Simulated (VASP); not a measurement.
Computed with LDA (Ceperley-Alder, Perdew-Zunger), VASP's LDA PAW potentials (set 64) (plane waves; VASP).

VASP ran on this input.

POSCAR:
```
InP
1
    0.0000000000     2.9519750000     2.9519750000
    2.9519750000     0.0000000000     2.9519750000
    2.9519750000     2.9519750000     0.0000000000
In P
1 1
Direct
  0.0000000000   0.0000000000   0.0000000000
  0.2500000000   0.2500000000   0.2500000000
```

### KPOINTS
```
Automatic mesh
0
Gamma
7 7 7
0 0 0
```

INCAR:
```
! general
SYSTEM  = InP
PREC    = Accurate
ENCUT   = 400
LREAL   = F   ! projection in real space or not
LASPH   = T   ! aspherical one-centre terms

! electronic loop
EDIFF   = 1E-6
NELM    = 100   ! most electronic steps
ALGO    = Normal   ! blocked Davidson
LMAXMIX = 4   ! l cut-off of mixed one-centre charges

! smearing
ISMEAR  = 0   ! Gaussian
SIGMA   = 0.05

! ions
IBRION  = 2   ! conjugate gradients
NSW     = 60   ! most ionic steps
ISIF    = 3   ! ions, shape and volume
EDIFFG  = -0.01   ! ionic stop

! output
LWAVE   = F
LCHARG  = F
```

POTCAR, in this order: In_d P (LDA.64 set). Program: vasp_std.

What VASP printed:

### OSZICAR
```
       N       E                     dE             d eps       ncg     rms          rms(c)
DAV:   1     0.102338165676E+03    0.10234E+03   -0.75916E+03   520   0.130E+03
DAV:   2    -0.259351058847E+01   -0.10493E+03   -0.10140E+03   550   0.293E+02
DAV:   3    -0.988297866113E+01   -0.72895E+01   -0.72455E+01   680   0.857E+01
DAV:   4    -0.100681705198E+02   -0.18519E+00   -0.18510E+00   597   0.157E+01
DAV:   5    -0.100783058320E+02   -0.10135E-01   -0.10135E-01   779   0.309E+00    0.561E+00
DAV:   6    -0.969743698761E+01    0.38087E+00   -0.70366E-01   766   0.151E+01    0.341E+00
DAV:   7    -0.965848085314E+01    0.38956E-01   -0.16414E-01   718   0.349E+00    0.113E+00
DAV:   8    -0.965321840625E+01    0.52624E-02   -0.13397E-02   703   0.160E+00    0.396E-01
DAV:   9    -0.965291474892E+01    0.30366E-03   -0.15588E-03   665   0.588E-01    0.183E-01
DAV:  10    -0.965291934728E+01   -0.45984E-05   -0.14469E-04   638   0.981E-02    0.114E-01
DAV:  11    -0.965292311676E+01   -0.37695E-05   -0.21295E-05   787   0.552E-02    0.245E-02
DAV:  12    -0.965292180655E+01    0.13102E-05   -0.69157E-06   620   0.535E-02    0.153E-02
DAV:  13    -0.965292176677E+01    0.39782E-07   -0.30013E-07   315   0.546E-03
   1 F= -.96529218E+01 E0= -.96529218E+01  d E =-.965292E+01
       N       E                     dE             d eps       ncg     rms          rms(c)
DAV:   1    -0.102904152104E+02   -0.63749E+00   -0.14467E+01   655   0.803E+01    0.575E+00
DAV:   2    -0.974172624314E+01    0.54869E+00   -0.12899E+00   665   0.338E+01    0.167E+00
DAV:   3    -0.966702783901E+01    0.74698E-01   -0.21078E-01   670   0.110E+01    0.121E+00
DAV:   4    -0.966553578992E+01    0.14920E-02   -0.10079E-02   540   0.967E-01    0.800E-01
DAV:   5    -0.966400110361E+01    0.15347E-02   -0.14618E-03   710   0.681E-01    0.228E-01
DAV:   6    -0.966396717640E+01    0.33927E-04   -0.32187E-04   810   0.223E-01    0.574E-02
DAV:   7    -0.966396176713E+01    0.54093E-05   -0.32596E-05   571   0.661E-02    0.897E-03
DAV:   8    -0.966396128289E+01    0.48424E-06   -0.12946E-06   350   0.303E-02
   2 F= -.96639613E+01 E0= -.96639613E+01  d E =-.110395E-01
       N       E                     dE             d eps       ncg     rms          rms(c)
DAV:   1    -0.974538113926E+01   -0.81419E-01   -0.19523E+00   665   0.326E+01    0.183E+00
DAV:   2    -0.968037713095E+01    0.65004E-01   -0.13672E-01   675   0.952E+00    0.634E-01
DAV:   3    -0.966949349826E+01    0.10884E-01   -0.34501E-02   675   0.445E+00    0.395E-01
DAV:   4    -0.966948654845E+01    0.69498E-05   -0.14933E-03   540   0.410E-01    0.312E-01
DAV:   5    -0.966919911462E+01    0.28743E-03   -0.17726E-04   594   0.153E-01    0.133E-01
DAV:   6    -0.966916061255E+01    0.38502E-04   -0.73540E-05   790   0.102E-01    0.183E-02
DAV:   7    -0.966915902546E+01    0.15871E-05   -0.94255E-06   679   0.431E-02    0.336E-03
DAV:   8    -0.966915893949E+01    0.85967E-07   -0.65352E-07   275   0.203E-02
   3 F= -.96691589E+01 E0= -.96691589E+01  d E =-.162372E-01
```

OUTCAR:
```
------------------------ aborting loop because EDIFF is reached ----------------------------------------
  FORCE on cell =-STRESS in cart. coord.  units (eV):
  Direction    XX          YY          ZZ          XY          YZ          ZX
  --------------------------------------------------------------------------------------
  Total       -0.0067866     -0.0067866     -0.0067866      0.0000000      0.0000000      0.0000000
  in kB       -0.2197104     -0.2197104     -0.2197104      0.0000000      0.0000000      0.0000000
  external PRESSURE =      -0.2197104 kB  Pullay stress =       0.0000000 kB
  volume of cell :       49.49
      direct lattice vectors                 reciprocal lattice vectors
     0.000000000  2.914033010  2.914033010    -0.171583506  0.171583506  0.171583506
     2.914033010  0.000000000  2.914033010     0.171583506 -0.171583506  0.171583506
     2.914033010  2.914033010 -0.000000000     0.171583506  0.171583506 -0.171583506
  FREE ENERGIE OF THE ION-ELECTRON SYSTEM (eV)
  ---------------------------------------------------
  free  energy   TOTEN  =        -9.6691589395 eV

  energy  without entropy=       -9.6691589395  energy(sigma->0) =       -9.66915894

 reached required accuracy - stopping structural energy minimisation
```
(Selected blocks of OUTCAR.)

CONTCAR:
```
InP
   1.00000000000000
     0.0000000000000000    2.9140330104865328    2.9140330104865328
     2.9140330104865333    0.0000000000000000    2.9140330104865328
     2.9140330104865333    2.9140330104865328   -0.0000000000000000
  In              P
     1     1
Direct
     0.0000000000000000    0.0000000000000000    0.0000000000000000
     0.2500000000000000    0.2500000000000000    0.2500000000000000
```

Energy and stress use the plane-wave basis of the starting cell.

The structure comes from a computed database's InP entry (F-43m); how it stands against other phases isn't given here. This run relaxes it. Symmetry was kept, so distortions that lower it aren't found.
